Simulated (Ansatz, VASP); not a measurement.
# Cross-check of SnGeTe3 between VASP and Ansatz

Aim: how closely do two programs agree when they are given the same cell, functional and k mesh? The cell is generated by rule, not measured, and may not be a known phase. The cell is taken from a series of runs on this material, whose earlier steps may have relaxed, scaled, displaced or heated it; both programs get it as it stands.

Method: plane waves, with VASP 6.6.1 beside it; relaxation of cell and atoms at LDA, in Ansatz 0.2.0.

The structure was built from a prototype and need not be the compound's stable phase.

### Step 1. Starting point

The structure is cubic, space group Pm-3m (No. 221). Conventional cell: a = 5.316 Å, b = 5.316 Å, c = 5.316 Å, α = 90.00°, β = 90.00°, γ = 90.00°. Nearest to Sn lie 12 Te at 3.76 Å. Nearest to Ge lie 6 Te at 2.66 Å. Nearest to Te lie 2 Ge at 2.66 Å. Farther neighbours and most contacts between anions are not listed.

Structure file:

```
Sn Ge Te
1.0
     5.31560    0.00000    0.00000
     0.00000    5.31560    0.00000
     0.00000    0.00000    5.31560
Sn Ge Te
1 1 3
Direct
  0.00000 0.00000 0.00000
  0.50000 0.50000 0.50000
  0.50000 0.50000 0.00000
  0.50000 0.00000 0.50000
  0.00000 0.50000 0.50000
```

### Step 2. VASP: relaxation of cell and atoms, LDA

The relaxed volume is the usual yardstick between codes: in a stiff, nearly cubic crystal its relative difference is about their pressure difference at one cell divided by the bulk modulus.

Lines of VASP's logs that name or quote its potential files are left out, and so is its time.

INCAR reads:

```
SYSTEM = SnGeTe3
PREC = Accurate
ENCUT = 500
EDIFF = 1E-07
NELM = 120
ISMEAR = 0
SIGMA = 0.1
LREAL = .FALSE.
ALGO = Normal
GGA = CA
NBANDS = 29
LORBIT = 11
LWAVE = .FALSE.
LCHARG = .FALSE.
ISIF = 3
IBRION = 2
NSW = 80
EDIFFG = -0.005
LASPH = .TRUE.
GGA_COMPAT = .FALSE.
NELMIN = 4
KPAR = 2
```

POSCAR reads:

```
SnGeTe3
1.0
    5.3156000000      0.0000000000      0.0000000000
    0.0000000000      5.3156000000      0.0000000000
    0.0000000000      0.0000000000      5.3156000000
Sn Ge Te
1 1 3
Direct
    0.0000000000      0.0000000000      0.0000000000
    0.5000000000      0.5000000000      0.5000000000
    0.5000000000      0.5000000000      0.0000000000
    0.5000000000      0.0000000000      0.5000000000
    0.0000000000      0.5000000000      0.5000000000
```

KPOINTS reads:

```
Automatic mesh
0
Gamma
6 6 6
0 0 0
```

PAW data sets: Sn_d, Ge_d and Te (LDA family, release 64).

The run is started by

```console
> mpirun -np 2 vasp_std
```

Numbers of over 12 decimals in the logs are rounded to 6 here.

Output:

```text
[banner, memory and clock lines left out]
running    2 mpi-ranks, on    1 nodes
 distrk:  each k-point on    1 cores,    2 groups
 distr:  one band on    1 cores,    1 groups

 POSCAR found type information on POSCAR SnGeTe
 POSCAR found :  3 types and       5 ions
 LDA part: xc-table for (Slater(with rela. corr.)+CA(PZ))
 , standard interpolation
 POSCAR, INCAR and KPOINTS ok, starting setup
 FFT: planning ... GRIDC
 FFT: planning ... GRID_SOFT
 FFT: planning ... GRID
 WAVECAR not read
 entering main loop
       N       E                     dE             d eps       ncg     rms          rms(c)
DAV:   1     0.382378272174E+03    0.38238E+03   -0.20423E+04  1350   0.221E+03
DAV:   2     0.378770822520E+02   -0.34450E+03   -0.33416E+03  1239   0.592E+02
DAV:   3    -0.167200504967E+02   -0.54597E+02   -0.52390E+02  1379   0.163E+02
DAV:   4    -0.197515194532E+02   -0.30315E+01   -0.30045E+01  1329   0.425E+01
DAV:   5    -0.198575067651E+02   -0.10599E+00   -0.10591E+00  1566   0.827E+00    0.964E+00
DAV:   6    -0.195563420595E+02    0.30116E+00   -0.30337E-01  1303   0.374E+00    0.588E+00
DAV:   7    -0.195378963012E+02    0.18446E-01   -0.14319E-01  1318   0.172E+00    0.140E+00
DAV:   8    -0.195338863041E+02    0.40100E-02   -0.49452E-02  1228   0.140E+00    0.347E-01
DAV:   9    -0.195312535916E+02    0.26327E-02   -0.96345E-03  1241   0.709E-01    0.137E-01
DAV:  10    -0.195309059774E+02    0.34761E-03   -0.90857E-04  1285   0.196E-01    0.822E-02
DAV:  11    -0.195308515258E+02    0.54452E-04   -0.33293E-04  1257   0.126E-01    0.174E-02
DAV:  12    -0.195308416466E+02    0.98793E-05   -0.74488E-05  1255   0.483E-02    0.209E-02
DAV:  13    -0.195308422595E+02   -0.61296E-06   -0.30178E-06  1347   0.946E-03    0.163E-02
DAV:  14    -0.195308414711E+02    0.78848E-06   -0.93978E-07  1351   0.792E-03    0.123E-02
DAV:  15    -0.195308413558E+02    0.11531E-06   -0.41755E-07  1110   0.433E-03    0.248E-03
DAV:  16    -0.195308413235E+02    0.32215E-07   -0.28955E-08   690   0.164E-03
   1 F= -.19530841E+02 E0= -.19520641E+02  d E =-.195308E+02
 curvature:   0.00 expect dE= 0.000E+00 dE for cont linesearch  0.000E+00
 trial: gam= 0.00000 g(F)=  0.000E+00 g(S)=  0.400E-02 ort = 0.000E+00 (trialstep = 0.100E+01)
 search vector abs. value=  0.400E-02
 bond charge predicted
       N       E                     dE             d eps       ncg     rms          rms(c)
DAV:   1    -0.195738727867E+02   -0.43031E-01   -0.78558E-01  1407   0.109E+01    0.122E+00
DAV:   2    -0.195415716538E+02    0.32301E-01   -0.53154E-02  1422   0.307E+00    0.562E-01
DAV:   3    -0.195332236263E+02    0.83480E-02   -0.16284E-02  1419   0.144E+00    0.167E-01
DAV:   4    -0.195323831983E+02    0.84043E-03   -0.97067E-04  1397   0.229E-01    0.118E-01
DAV:   5    -0.195322061388E+02    0.17706E-03   -0.92604E-05  1264   0.850E-02    0.446E-02
DAV:   6    -0.195322044100E+02    0.17288E-05   -0.10643E-05  1494   0.361E-02    0.185E-02
DAV:   7    -0.195322041996E+02    0.21035E-06   -0.62163E-07  1342   0.697E-03    0.348E-03
DAV:   8    -0.195322041920E+02    0.76052E-08   -0.78428E-08   630   0.343E-03
   2 F= -.19532204E+02 E0= -.19521919E+02  d E =-.136287E-02
 trial-energy change:   -0.001363  1 .order   -0.001347   -0.004001    0.001306
 step:   0.7571(harm=  0.7538)  dis= 0.00000  next Energy=   -19.532363 (dE=-0.152E-02)
 bond charge predicted
       N       E                     dE             d eps       ncg     rms          rms(c)
DAV:   1    -0.195348199849E+02   -0.26158E-02   -0.46963E-02  1402   0.271E+00    0.296E-01
DAV:   2    -0.195329208897E+02    0.18991E-02   -0.30831E-03  1419   0.737E-01    0.137E-01
DAV:   3    -0.195324232334E+02    0.49766E-03   -0.97950E-04  1409   0.353E-01    0.399E-02
DAV:   4    -0.195323747307E+02    0.48503E-04   -0.56616E-05  1395   0.558E-02    0.287E-02
DAV:   5    -0.195323642677E+02    0.10463E-04   -0.53313E-06  1252   0.198E-02    0.113E-02
DAV:   6    -0.195323641158E+02    0.15188E-06   -0.71826E-07  1302   0.966E-03    0.432E-03
DAV:   7    -0.195323641043E+02    0.11501E-07   -0.33366E-08   630   0.184E-03
   3 F= -.19532364E+02 E0= -.19522098E+02  d E =-.152278E-02
 curvature:  -0.38 expect dE=-0.135E-06 dE for cont linesearch -0.135E-06
 trial: gam=-0.00938 g(F)=  0.714E-64 g(S)=  0.359E-06 ort = 0.379E-04 (trialstep = 0.951E+00)
 search vector abs. value=  0.132E-09
 reached required accuracy - stopping structural energy minimisation
```

Parts of OUTCAR (step 2):

```text
ion  position               nearest neighbor table
   1  0.000  0.000  0.000-
   2  0.500  0.500  0.500-   3 2.66   4 2.66   5 2.66   3 2.66   4 2.66   5 2.66
   3  0.500  0.500  0.000-   2 2.66   2 2.66
   4  0.500  0.000  0.500-   2 2.66   2 2.66
   5  0.000  0.500  0.500-   2 2.66   2 2.66

  LATTYP: Found a simple cubic cell.
 ALAT       =     5.3156000000

 Subroutine GETGRP returns: Found 48 space group operations
 (whereof 48 operations were pure point group operations)

The static configuration has the point symmetry O_h .

 Found     20 irreducible k-points:

   k-points           NKPTS =     20   k-points in BZ     NKDIM =     20   number of bands    NBANDS=     29

   dimension x,y,z NGX =    40 NGY =   40 NGZ =   40
   dimension x,y,z NGXF=    80 NGYF=   80 NGZF=   80

   ENCUT  =  500.0 eV  36.75 Ry    6.06 a.u.   9.69  9.69  9.69*2*pi/ulx,y,z

   NELECT =      46.0000    total number of electrons

 k-points in reciprocal lattice and weights: Automatic mesh
   0.00000000  0.00000000  0.00000000       0.005
   0.16666667  0.00000000  0.00000000       0.028
   0.33333333  0.00000000  0.00000000       0.028
   0.50000000  0.00000000  0.00000000       0.014
   0.16666667  0.16666667  0.00000000       0.056
   0.33333333  0.16666667  0.00000000       0.111
   0.50000000  0.16666667  0.00000000       0.056
   0.33333333  0.33333333  0.00000000       0.056
   0.50000000  0.33333333  0.00000000       0.056
[...]
0.50000000  0.50000000  0.33333333       0.028
   0.50000000  0.50000000  0.50000000       0.005

 average (electrostatic) potential at core
       1-101.3499       2 -74.4297       3 -89.1544       4 -89.1544       5 -89.1544

 E-fermi :   6.0443

 k-point     1 :       0.0000    0.0000    0.0000
  band No.  band energies     occupation
    ...
     20       4.5536      2.00000
     21       4.5536      2.00000
     22       5.0694      2.00000
     23       5.0694      2.00000
     24       5.0694      2.00000
     25       8.8061      0.00000
     26       8.8061      0.00000
     27       8.8061      0.00000
     28       9.8686      0.00000
     29       9.8686      0.00000

 k-point     2 :       0.1667    0.0000    0.0000
  band No.  band energies     occupation
    ...
     20       4.3550      2.00000
     21       4.8671      2.00000
     22       4.9966      2.00000
     23       4.9966      2.00000
     24       5.0031      2.00000
     25       8.1397      0.00000
     26       8.4922      0.00000
     27       8.4922      0.00000
     28       9.9723      0.00000
     29      10.4852      0.00000

 k-point     3 :       0.3333    0.0000    0.0000
  band No.  band energies     occupation
    ...
     20       3.8036      2.00000
     21       4.5265      2.00000
     22       5.1255      2.00000
     23       5.1255      2.00000
     24       6.0263      1.20075
     25       6.9037      0.00000
     26       7.9327      0.00000
     27       7.9327      0.00000
     28       9.9646      0.00000
     29      10.2432      0.00000

  Total       -0.0035209     -0.0035209     -0.0035209     -0.0000000      0.0000000     -0.0000000
  in kB       -0.0378663     -0.0378663     -0.0378663     -0.0000000      0.0000000     -0.0000000
  external PRESSURE =      -0.0378663 kB  Pullay stress =       0.0000000 kB

  energy-cutoff  :      500.00
  volume of cell :      148.98
      direct lattice vectors                 reciprocal lattice vectors
     5.301163740  0.000000000  0.000000000     0.188637825  0.000000000 -0.000000000
    -0.000000000  5.301163740  0.000000000    -0.000000000  0.188637825  0.000000000
     0.000000000 -0.000000000  5.301163740    -0.000000000 -0.000000000  0.188637825

 POSITION                                       TOTAL-FORCE (eV/Angst)
 -----------------------------------------------------------------------------------
      0.00000      0.00000      0.00000         0.000000     -0.000000      0.000000
      2.65058      2.65058      2.65058        -0.000000      0.000000      0.000000
      2.65058      2.65058      0.00000         0.000000     -0.000000      0.000000
      2.65058     -0.00000      2.65058         0.000000     -0.000000      0.000000
      0.00000      2.65058      2.65058         0.000000     -0.000000      0.000000
 -----------------------------------------------------------------------------------
    total drift:                               -0.000000      0.000000     -0.000000

  FREE ENERGIE OF THE ION-ELECTRON SYSTEM (eV)
  ---------------------------------------------------
  free  energy   TOTEN  =       -19.5323641043 eV

  energy  without entropy=      -19.5118311714  energy(sigma->0) =      -19.52209764

 reached required accuracy - stopping structural energy minimisation

 total charge
# of ion       s       p       d       tot
------------------------------------------
    1        1.399   0.557   9.947  11.903
    2        1.223   1.104  10.092  12.419
    3        1.410   1.917   0.043   3.369
    4        1.410   1.917   0.043   3.369
    5        1.410   1.917   0.043   3.369
--------------------------------------------------
tot          6.850   7.411  20.167  34.429

[... 3 further parts left out ...]
```

### Step 3. Ansatz: relaxation of cell and atoms, LDA

Ansatz runs on norm-conserving files, of PseudoDojo where its log says so.

The same cell, functional (in two slightly different forms), mesh and smearing now go to Ansatz, which takes its cutoff from its data sets.

input.yaml reads:

```yaml
crystal:
  lattice:
    - [5.3156, 0.0, 0.0]
    - [0.0, 5.3156, 0.0]
    - [0.0, 0.0, 5.3156]
  atoms:
    - { symbol: Sn, position: [0.0, 0.0, 0.0] }
    - { symbol: Ge, position: [0.5, 0.5, 0.5] }
    - { symbol: Te, position: [0.5, 0.5, 0.0] }
    - { symbol: Te, position: [0.5, 0.0, 0.5] }
    - { symbol: Te, position: [0.0, 0.5, 0.5] }
kpoints:
  mp_grid: { grid: [6, 6, 6] }
hamiltonian:
  xc: lda
  pseudopotentials: { kind: nc, accuracy: standard }
scf:
  occupations: { method: gaussian, width: 0.1 }
output:
  forces: true
  stress: true
  eigenvalues: true
relax:
  adjacent_minimum: "off"
  f_tol: 0.003
  max_steps: 80
  cell: { stress_tol: 0.03 }
```

The run is started by

```console
> ansatz run input.yaml --threads 4 --pin off --max-ram 8192MiB --backend cpu --events-out ev --progress --plain --runs-dir out
```

Output:

```text
Engine: ansatz 0.2.0, aarch64-unknown-linux-gnu
Pseudopotentials: kind: nc
Pseudopotential: Sn, nc, valence charge 14, recommended cutoff 979.609905 eV (normal), Sn.nc.azcp (PseudoDojo's, or run here from an input of PseudoDojo's; its table is named by hamiltonian.pseudopotentials.accuracy)
Pseudopotential: Ge, nc, valence charge 14, recommended cutoff 1061.244064 eV (normal), Ge.nc.azcp (PseudoDojo's, or run here from an input of PseudoDojo's; its table is named by hamiltonian.pseudopotentials.accuracy)
Pseudopotential: Te, nc, valence charge 16, recommended cutoff 1120 eV (normal), Te.nc.azcp (PseudoDojo's, or run here from an input of PseudoDojo's; its table is named by hamiltonian.pseudopotentials.accuracy)
Functional definition: SPW92
  exchange = slater_x
  correlation = pw_c
Crystal: 5 atoms, lattice volume = 150.195 Å³
Basis set: ecut = 1120 eV, 12893 PW (Γ)
Bands: 46, of which v1, the nominal top of the filled ones, is band 38 counted from 1 (37 counted from 0)
Symmetry: 48 space group operations
Space group: Pm-3m (ITA 221), of the structure as read, at distance tolerance 5.3e-5 Å
k-points: 20 of 216
Non-local potential: Sn, projectors of the file, l = 0: 2, l = 1: 2, l = 2: 2
Non-local potential: Ge, projectors of the file, l = 0: 2, l = 1: 2, l = 2: 2
Non-local potential: Te, projectors of the file, l = 0: 3, l = 1: 2, l = 2: 2, l = 3: 2
Initial density: superposition of atomic densities (chi_scale 0.1, normalization cell, long waves kept (reshape's long-wave potential 0.00 eV rms))
Initial wavefunctions: pseudopotential atomic-orbital guess
Functional: x = slater, c = lda
SCF iter   1: F=—  HF=-13100.723346 eV  |F-HF|=—  |Δ(HF+E_count)|=         —  Δρ=1.35e-2  dr2=5.44e-1  ethr=3.10e-3  ⟨swp⟩=8.0  Hψ=3778  notcnv=0  defer=3
preconditioner: auto → Kerker (q_TF=auto, 2.435 Å⁻¹)  [metal: Δε(μ)=0.019 eV  Ē_g=8.423 eV  σ=0.100 eV  W_gap=0.11  n_scr=32 (ndim 8)  ℏωp=15.4 eV  f_vac=0.001  D(μ)=4.07/eV (n_scr^D=26)]
SCF iter   2: F=—  HF=-13100.644523 eV  |F-HF|=—  |Δ(HF+E_count)|=   7.88e-2  Δρ=8.65e-3  dr2=2.63e-1  ethr=7.16e-4  ⟨swp⟩=1.1  Hψ=1081  notcnv=0  defer=4
SCF iter   3: F=—  HF=-13100.574365 eV  |F-HF|=—  |Δ(HF+E_count)|=   7.02e-2  Δρ=1.47e-3  dr2=1.94e-3  ethr=3.46e-4  ⟨swp⟩=2.7  Hψ=1197  notcnv=0  defer=4
SCF iter   4: F=—  HF=-13100.574717 eV  |F-HF|=—  |Δ(HF+E_count)|=   3.53e-4  Δρ=3.57e-4  dr2=3.06e-4  ethr=2.55e-6  ⟨swp⟩=2.8  Hψ=1964  notcnv=0  defer=43
SCF iter   5: F=—  HF=-13100.574653 eV  |F-HF|=—  |Δ(HF+E_count)|=   6.44e-5  Δρ=1.47e-4  dr2=2.15e-5  ethr=4.03e-7  ⟨swp⟩=2.8  Hψ=1561  notcnv=0  defer=43
SCF iter   6: F=—  HF=-13100.574419 eV  |F-HF|=—  |Δ(HF+E_count)|=   2.34e-4  Δρ=2.96e-5  dr2=2.57e-6  ethr=2.83e-8  ⟨swp⟩=2.4  Hψ=1622  notcnv=0  defer=44
SCF iter   7: F=—  HF=-13100.574419 eV  |F-HF|=—  |Δ(HF+E_count)|=   1.09e-7  Δρ=7.51e-6  dr2=1.69e-7  ethr=3.38e-9  ⟨swp⟩=2.0  Hψ=1089  notcnv=0  defer=44
SCF iter   8: F=-13100.574419 eV  HF=-13100.574419 eV  |F-HF|=6.48e-9  |Δ(HF+E_count)|=   2.80e-9  Δρ=2.60e-6  dr2=1.81e-8  ethr=1.32e-10  ⟨swp⟩=12.8  Hψ=4312  notcnv=0
SCF 1 converged in 8 iterations: F = -13100.574419 eV  dr2 = 1.81e-8
relax step   1: F+E_penalty+E_count = -13100.57441897 eV  Δ(F+E_penalty+E_count) = +0.000e0 eV  max|allowed force component| = 4.125e-28 eV/Å  Δτ_max = 0.0000 Å  P = -0.494 GPa  Ω = 150.195 Å³  (8 SCF iters, dr2 threshold 1.00e-7 eV, accepted)
[...]
relax step   2: F+E_penalty+E_count = -13100.57692720 eV  Δ(F+E_penalty+E_count) = -2.508e-3 eV  max|allowed force component| = 1.102e-27 eV/Å  Δτ_max = 0.0000 Å  P = +0.085 GPa  Ω = 148.410 Å³  energy of the carried Pulay correction = +1.976e-4 eV  (4 SCF iters, dr2 threshold 5.00e-7 eV, accepted)
[...]
relax step   3: F+E_penalty+E_count = -13100.57696618 eV  Δ(F+E_penalty+E_count) = -3.898e-5 eV  max|allowed force component| = 1.017e-28 eV/Å  Δτ_max = 0.0000 Å  P = -0.002 GPa  Ω = 148.671 Å³  energy of the carried Pulay correction = +1.686e-4 eV  (4 SCF iters, dr2 threshold 1.82e-8 eV, accepted)
[...]
relax step   4: F+E_penalty+E_count = -13100.57679163 eV  Δ(F+E_penalty+E_count) = +1.746e-4 eV  max|allowed force component| = 1.616e-28 eV/Å  Δτ_max = 0.0000 Å  P = -0.002 GPa  Ω = 148.671 Å³  stress off target by 2.16e-3 GPa  SCF on the basis re-selected at this cell (its energy is not comparable with the rows above)  (6 SCF iters)
basis re-selected at this cell: Δ(F+E_penalty+E_count) = +1.746e-4 eV, ΔP = -0.001 GPa vs the last step (what re-selecting the basis moved, of the pressure what is left beyond the Pulay correction that the steps carried, after the strain that the cell walked since its last selection, with what the two solves' SCF thresholds leave and, on support functions, any second-order correction that the steps lacked; it is no m [...]
SCF converged after 6 iterations
Free energy (F): -13100.576792 eV
Harris-Foulkes:  -13100.576792 eV  (|F-HF|=1.82e-12)
Internal energy: -13100.556384 eV  (E = F + TS)
E sigma→0 (E₀):  -13100.566588 eV
Entropy (-TS):   -0.020407 eV (-4.081 meV/atom)
Fermi energy:    9.310316 eV
--- Per-component energies (eV) ---
  E_band       = -1002.646306
  E_kinetic    = 7731.531387
  E_local      = -9658.374034  (includes V_loc(G=0)·N_el)
  E_nonlocal   = -4223.985793
  E_hartree    = 3554.793067
  E_xc         = -3148.854507
  E_vxc        = -1961.404046  (∫ρ·V_xc dr)
  E_ewald      = -7355.666506
  E_smearing   = -0.020407  (= −TS)
  E_closure    = 0.000000  (closes the sum)
  Σ components = -13100.576792   (vs F -13100.576792, Δ=0.00e0)
--- Forces (eV/Å), atoms counted from 1 ---
  atom   1  Sn     0.00000000     0.00000000    -0.00000000
  atom   2  Ge     0.00000000     0.00000000    -0.00000000
  atom   3  Te    -0.00000000    -0.00000000     0.00000000
  atom   4  Te     0.00000000     0.00000000     0.00000000
  atom   5  Te     0.00000000    -0.00000000     0.00000000
  max |Σ_I F_I| component: 1.68e-28 eV/Å
--- Stress (GPa, compression-positive) ---
       -0.002158       0.000000      -0.000000
        0.000000      -0.002158      -0.000000
       -0.000000      -0.000000      -0.002158
  P = ⅓ Tr σ = -0.0022 GPa (-0.022 kbar)
--- Band table (eV; the first three rows and the last of 20) ---
  k-point 0: bands = [... 34 lower, 7.8228, 7.8228, 8.3387, 8.3387, 8.3387, 12.0732, 12.0732, 12.0732, ... 4 higher]
  k-point 1: bands = [... 34 lower, 7.6242, 8.1362, 8.2657, 8.2657, 8.2683, 11.4053, 11.7610, 11.7610, ... 4 higher]
  k-point 2: bands = [... 34 lower, 7.0725, 7.7954, 8.3943, 8.3943, 9.2882, 10.1669, 11.2031, 11.2031, ... 4 higher]
  k-point 19: bands = [... 34 lower, 8.6380, 10.0601, 10.0601, 10.0601, 10.5101, 10.5101, 10.5101, 11.8206, ... 4 higher]
--- Relaxed structure (3 steps of the walk, 3 accepted, 1 SCFs on fresh bases) ---
  F+E_penalty+E_count = -13100.57679163 eV   max|allowed force component| = 1.616e-28 eV/Å   (the final SCF, on the basis selected at the relaxed cell)
  cell:  # Å, volume = 148.6707 Å³
    - [5.297551, 0, 0]
    - [0, 5.297551, 0]
    - [0, 0, 5.297551]
  atoms:
    - { symbol: Sn, position: [0, 0, 0] }
    - { symbol: Ge, position: [0.5, 0.5, 0.5] }
    - { symbol: Te, position: [0.5, 0.5, 0] }
    - { symbol: Te, position: [0.5, 0, 0.5] }
    - { symbol: Te, position: [0, 0.5, 0.5] }
```

The column dr2 measures how far the density is from self-consistency, as an energy; F and HF (Harris–Foulkes) agree once it is small.

### Step 4. Side by side

Known differences besides the potentials themselves: the two LDA forms differ slightly; the data sets hold 76 valence electrons in Ansatz (on norm-conserving files, of PseudoDojo where its log says so) and 46 in VASP; the cutoff is 1120 eV in Ansatz and 500 eV in VASP; VASP's log shows a relativistic correction to its local exchange, Ansatz's none; Ansatz adds a Pulay correction to the stress that steers its cell, VASP none. Total energies have different zeros and are not compared.

Compared:

| quantity | Ansatz | VASP | difference |
| --- | --- | --- | --- |
| volume (Å³) | 148.67 | 148.98 | -0.20 % |
| edge a after relaxation, in the typed setting (Å) | 5.298 | 5.301 | -0.07 % |

### Step 5. Results

```
difference in volume (relaxation of cell and atoms, LDA) : -0.20 %
```

In words: The difference in volume is -0.20 % (relaxation of cell and atoms, LDA), within the 1.2 % picked in this series as the mark of a large difference, as far as the stopping tolerances let one tell. The data sets hold unlike numbers of valence electrons (76 in Ansatz and 46 in VASP), so part of the differences comes from the potentials. Such differences can come from data sets, numerical settings and the points named under the comparisons, not from the functional's error against experiment.

[Lines on the potential files, build, host, timing and source positions are cut from VASP's logs without a mark.]

[Logs are printed without paths, hosts, clocks, repeated set-up lines and the standing remarks that a program may print on its own settings, such as how far it seeks lower states.]

[Hosts, paths, dates, database ids (printed as entryN), source tags and the programs' standing remarks are cut or masked in the printed files.]
